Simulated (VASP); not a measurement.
Here is the system:

```yaml
crystal:
  lattice:
    - [0.00000, 1.98437, 1.98437]
    - [1.98437, 0.00000, 1.98437]
    - [1.98437, 1.98437, 0.00000]
  atoms:
    - { symbol: Pd, position: [0.00000, 0.00000, 0.00000] }
```

Computed with revPBE GGA, VASP's PBE PAW potentials (set 64) (plane waves; VASP). Run with 520 eV cut-off, Gaussian smearing of 0.050 eV, potentials Pd.

**Question.** Predict the band gap (along the path) with the smallest direct gap where there is one.

**Answer.** 
```json
{
 "band gap (along the path)": "none (metal, semimetal or under 0.01 eV)"
}
```

Only differences to runs with the same potentials and settings are physical.

The compound is Pd in the fcc structure. It was relaxed first, which changed the volume by +6 %.
